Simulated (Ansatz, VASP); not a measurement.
# CeO2: VASP beside Ansatz, part 3 of 3

Wanted: the spread between two codes on one cell, functional and k mesh. The cell is taken from a series of VASP runs on this material, whose earlier steps may have relaxed, scaled or displaced it; both programs get it as it stands.

VASP 6.6.1 and Ansatz 0.2.0.

So far: The structure; VASP: zone-centre phonons, PBE; Ansatz: zone-centre phonons, PBE; Side by side; Other set-ups.

### Step 6. Ansatz: band structure, HSE06

Level of this step: Ansatz beside VASP: Kohn-Sham DFT, plane waves, HSE06 (Ansatz).

The same path points are solved in both programs, so levels can be compared one by one.

The cell is taken from a series of VASP runs on this material, whose earlier steps may have relaxed, scaled or displaced it; both programs get it as it stands.

File input.yaml:

```yaml
crystal:
  lattice:
    - [0.0, 2.70365, 2.70365]
    - [2.70365, 0.0, 2.70365]
    - [2.70365, 2.70365, 0.0]
  atoms:
    - { symbol: Ce, position: [0.0, 0.0, 0.0] }
    - { symbol: O, position: [0.25, 0.25, 0.25] }
    - { symbol: O, position: [0.75, 0.75, 0.75] }
hamiltonian:
  xc: { exchange: pbe, correlation: pbe, exx: { coeff: 0.25, omega: 0.2 } }
  pseudopotentials: { kind: paw }
kpoints:
  mp_grid: { grid: [6, 6, 6] }
  band_path:
    path:
      - [0.0, 0.0, 0.0]
      - [0.5, 0.0, 0.5]
      - [0.5, 0.21429, 0.71429]
      - [0.41071, 0.33929, 0.75]
      - [0.26786, 0.26786, 0.53571]
      - [0.16071, 0.16071, 0.32143]
      - [0.21429, 0.21429, 0.21429]
      - [0.5, 0.5, 0.5]
      - [0.55357, 0.39286, 0.55357]
      - [0.58929, 0.25, 0.66071]
      - [0.5, 0.28571, 0.71429]
      - [0.5, 0.5, 0.5]
      - [0.375, 0.375, 0.75]
      - [0.5, 0.0, 0.5]
    npoints: 1
scf:
  occupations: { method: gaussian, width: 0.02 }
  n_extra_bands: 7
output:
  forces: true
  stress: true
  eigenvalues: true
```

Launch:

```console
$ ansatz run input.yaml --threads 4 --pin off --max-ram 9216MiB --backend cpu --events-out ev --progress --plain --runs-dir out
```

Numbers of over 12 decimals in the logs are rounded to 6 here.

What it wrote:

```text
[...]
--- Band table (eV; the first three rows and the last of 16) ---
  k-point 0: bands = [... 8 lower, 6.0480, 9.7825, 9.7825, 9.7825, 14.5231, 14.5430, 14.5430, 14.5430, ... 3 higher]
  k-point 1: bands = [... 8 lower, 6.7870, 9.5183, 9.6576, 9.6576, 14.4962, 14.4962, 14.5458, 14.5531, ... 3 higher]
  k-point 2: bands = [... 8 lower, 8.2125, 9.1743, 9.5144, 9.5144, 14.3189, 14.3811, 14.3811, 14.5513, ... 3 higher]
  k-point 15: bands = [... 8 lower, 9.0866, 9.3138, 9.5542, 9.6955, 14.1573, 14.2882, 14.3263, 14.4744, ... 3 higher]
[key lines of the parts left out:]
Free energy (F): -7718.671629 eV
Fermi energy:    12.147627 eV
P = ⅓ Tr σ = -1.4828 GPa (-14.828 kbar)
```

Elapsed: 50 s, on 4 threads of Arm Neoverse V2, shared host; peak memory 1.2 GiB.

### Step 7. VASP: band structure, HSE06

The same cell, functional, mesh and smearing now go to VASP, with its own data sets and cutoff.

The run reads the wave functions of an earlier VASP run, which isn't shown here.

File INCAR:

```
SYSTEM = CeO2
PREC = Accurate
ENCUT = 520
EDIFF = 1E-06
NELM = 100
ISMEAR = 0
SIGMA = 0.02
LREAL = .FALSE.
ALGO = Normal
LHFCALC = .TRUE.
AEXX = 0.25
GGA = PE
HFSCREEN = 0.2
LASPH = .TRUE.
NBANDS = 18
PRECFOCK = Fast
LORBIT = 11
LWAVE = .FALSE.
LCHARG = .FALSE.
KPAR = 4
ISIF = 2
```

File POSCAR:

```
CeO2
1.0
    0.0000000000      2.7036500000      2.7036500000
    2.7036500000      0.0000000000      2.7036500000
    2.7036500000      2.7036500000      0.0000000000
Ce O
1 2
Direct
    0.0000000000      0.0000000000      0.0000000000
    0.2500000000      0.2500000000      0.2500000000
    0.7500000000      0.7500000000      0.7500000000
```

File KPOINTS:

```
Automatic mesh
0
Gamma
6 6 6
0 0 0
```

File KPOINTS_OPT:

```
Line mode
8
Line-mode
Reciprocal
  0.00000000   0.00000000   0.00000000 GAMMA
  0.50000000   0.00000000   0.50000000 X

  0.50000000   0.00000000   0.50000000 X
  0.50000000   0.25000000   0.75000000 W

  0.50000000   0.25000000   0.75000000 W
  0.37500000   0.37500000   0.75000000 K

  0.37500000   0.37500000   0.75000000 K
  0.00000000   0.00000000   0.00000000 GAMMA

  0.00000000   0.00000000   0.00000000 GAMMA
  0.50000000   0.50000000   0.50000000 L

  0.50000000   0.50000000   0.50000000 L
  0.62500000   0.25000000   0.62500000 U

  0.62500000   0.25000000   0.62500000 U
  0.50000000   0.25000000   0.75000000 W

  0.50000000   0.25000000   0.75000000 W
  0.50000000   0.50000000   0.50000000 L

  0.50000000   0.50000000   0.50000000 L
  0.37500000   0.37500000   0.75000000 K

  0.62500000   0.25000000   0.62500000 U
  0.50000000   0.00000000   0.50000000 X
```

PAW data sets: Ce and O (PBE family, release 64).

Launch:

```console
$ mpirun -np 4 vasp_std
```

What it wrote:

```text
[banner, memory and clock lines left out]
running    4 mpi-ranks, on    1 nodes
[...]
LDA part: xc-table for (Slater+PW92), standard interpolation
 found WAVECAR, reading the header
 POSCAR, INCAR and KPOINTS ok, starting setup
[...]
reading WAVECAR
 the WAVECAR file was read successfully
 initial charge from wavefunction
 entering main loop
       N       E                     dE             d eps       ncg     rms          rms(c)
DAV:   1    -0.326753886413E+02   -0.32675E+02   -0.40547E+00   704   0.311E+01    0.839E+00
DAV:   2    -0.322022323038E+02    0.47316E+00   -0.15295E+00   680   0.146E+01    0.172E+00
DAV:   3    -0.322694828558E+02   -0.67251E-01   -0.25765E-01   882   0.509E+00    0.115E+00
DAV:   4    -0.322483717897E+02    0.21111E-01   -0.16764E-01   832   0.447E+00    0.717E-01
[...]
DAV:   9    -0.322520401865E+02    0.17175E-04   -0.10847E-04   840   0.120E-01    0.308E-02
DAV:  10    -0.322520450393E+02   -0.48528E-05   -0.68763E-06   726   0.224E-02    0.228E-02
DAV:  11    -0.322520456341E+02   -0.59481E-06   -0.83068E-06   868   0.314E-02
   1 F= -.32252046E+02 E0= -.32252046E+02  d E =-.805780E-11
 Start KPOINTS_OPT (optional k-point list driver)
k-point batch [1-16\80]
       N       E                     dE             ncg
DAV:   1     0.156633956609E+04   -0.94434E+04      584
DAV:   2    -0.151823368588E+04   -0.30846E+04      618
DAV:   3    -0.228304265702E+04   -0.76481E+03      780
DAV:   4    -0.242664145142E+04   -0.14360E+03      840
[...]
DAV:  10    -0.244030373993E+04   -0.74846E-05      612
DAV:  11    -0.244030374111E+04   -0.11767E-05      616
DAV:  12    -0.244030374135E+04   -0.23709E-06      608
[...]
k-point batch [65-80\80]
       N       E                     dE             ncg
DAV:   1     0.146678934617E+04   -0.12480E+05      584
DAV:   2    -0.148200816237E+04   -0.29488E+04      618
DAV:   3    -0.224639547335E+04   -0.76439E+03      832
DAV:   4    -0.240241451290E+04   -0.15602E+03      892
[...]
DAV:  10    -0.241825705222E+04   -0.70397E-05      610
DAV:  11    -0.241825705329E+04   -0.10718E-05      610
DAV:  12    -0.241825705350E+04   -0.20887E-06      612
```

OUTCAR, selected parts (step 7):

```text
  Total       -0.3661331     -0.3661331     -0.3661331     -0.0000000      0.0000000      0.0000000
  in kB      -14.8411707    -14.8411707    -14.8411707     -0.0000000      0.0000000      0.0000000
  external PRESSURE =     -14.8411707 kB  Pullay stress =       0.0000000 kB

 POSITION                                       TOTAL-FORCE (eV/Angst)
 -----------------------------------------------------------------------------------
      0.00000      0.00000      0.00000        -0.000000     -0.000000      0.000000
      1.35183      1.35183      1.35183        -0.000000      0.000000     -0.000000
      4.05548      4.05548      4.05548         0.000000     -0.000000      0.000000
 -----------------------------------------------------------------------------------
    total drift:                               -0.000000     -0.000000      0.000000

  FREE ENERGIE OF THE ION-ELECTRON SYSTEM (eV)
  ---------------------------------------------------
  free  energy   TOTEN  =       -32.2520456341 eV

  energy  without entropy=      -32.2520456341  energy(sigma->0) =      -32.25204563

[... 1 part as in an earlier step ...]

[... 2 further parts left out ...]
[key lines of the parts left out:]
E-fermi :   4.4860
```

The PAW data sets were made with PBE, which is usual practice but a small mismatch for other functionals.

### Step 8. Comparison

What differs besides the data sets and the points named for the pairs above, as far as they apply: exact exchange at q = 0 is treated differently, which shows on coarse meshes; VASP keeps PBE cores, Ansatz makes them for the functional; VASP takes a coarser grid for exact exchange (PRECFOCK = Fast). Total energies have different zeros and are not compared.

Both answers:

```csv
quantity,Ansatz,VASP,difference
pressure (GPa),-1.48,-1.48,0.00
pressure without Ansatz's Pulay correction (GPa),-1.91,-1.48,-0.43
gap over the path points (eV),3.620,3.576,+0.044
```

Levels at points of the path, from each program's valence-band top (eV; 4 filled, then empty):

| k (reciprocal lattice) | Ansatz | VASP |
| --- | --- | --- |
| 0.000 0.000 0.000 | -4.36 -0.62 -0.62 -0.62 4.12 4.14 4.14 | -4.36 -0.63 -0.63 -0.63 4.07 4.09 4.09 |
| 0.500 0.000 0.500 | -1.40 -0.92 -0.92 -0.64 3.78 3.84 3.84 | -1.40 -0.92 -0.92 -0.65 3.74 3.80 3.80 |
| 0.500 0.214 0.714 | -1.27 -1.17 -0.81 -0.75 3.73 3.90 3.93 | -1.27 -1.17 -0.81 -0.75 3.68 3.86 3.88 |
| 0.411 0.339 0.750 | -1.55 -1.43 -0.81 -0.45 3.74 3.90 3.96 | -1.55 -1.43 -0.81 -0.44 3.69 3.85 3.91 |
| 0.268 0.268 0.536 | -2.28 -1.51 -1.48 0.00 3.77 3.98 4.11 | -2.28 -1.51 -1.48 0.00 3.73 3.94 4.06 |
| 0.161 0.161 0.321 | -2.85 -1.49 -1.18 -0.23 3.97 4.08 4.16 | -2.85 -1.49 -1.18 -0.24 3.92 4.03 4.11 |
| 0.214 0.214 0.214 | -3.21 -1.01 -0.81 -0.81 4.06 4.06 4.14 | -3.21 -1.01 -0.81 -0.81 4.01 4.01 4.10 |
| 0.500 0.500 0.500 | -1.47 -1.38 -0.88 -0.88 3.62 3.93 3.93 | -1.47 -1.38 -0.89 -0.89 3.58 3.88 3.88 |
| 0.554 0.393 0.554 | -2.19 -1.30 -1.00 -0.35 3.66 3.92 3.98 | -2.19 -1.31 -1.01 -0.35 3.62 3.87 3.93 |
| 0.589 0.250 0.661 | -1.55 -1.43 -0.81 -0.45 3.74 3.90 3.96 | -1.55 -1.43 -0.81 -0.44 3.69 3.85 3.91 |

Among the levels compared at these points, filled levels agree within 6 meV and empty ones within 46 meV. Ansatz's pressure holds a Pulay correction of 0.43 GPa; VASP's holds none.

### Step 9. Results

| Item | Value |
| --- | --- |
| r.m.s. difference of the optical zone-centre modes, each program's sorted by frequency (zone-centre phonons, PBE) | 5.3 cm⁻¹ |
| difference in optical mode 1 to 3 (zone-centre phonons, PBE) | -2.6 % |
| difference in gap over the path points (band structure, HSE06) | 0.044 eV |

The difference in gap over the path points is 0.044 eV (band structure, HSE06), within the 0.08 eV picked in this series as the mark of a large difference. Among the rows given in per cent, the largest difference of the zone-centre phonons, PBE pair is in optical mode 1 to 3, -2.6 %. Zone-centre phonons, PBE, Ansatz's larger PAW set (cutoff 900 eV): the difference in ε∞ xx goes from -1.2 to -0.53 %; the difference in ε∞ yy goes from -1.2 to -0.53 %; the difference in ε∞ zz goes from -1.2 to -0.53 %; the difference in optical mode 4 to 6 goes from 0.21 to 0.12 %; the difference in Born charge of Ce1 (mean of the diagonal) goes from -0.0037 to -0.0063 e. 1 further run of this series is not shown here. How closely two codes agree says nothing of how well the functional describes the real material.

[Lines on the potential files, build, host, timing and source positions are cut from VASP's logs without a mark.]

[Logs are printed without paths, hosts, clocks, repeated set-up lines and the standing remarks that a program may print on its own settings, such as how far it seeks lower states.]

[Hosts, paths, dates, database ids (printed as entryN), source tags and the programs' standing remarks are cut or masked in the printed files.]
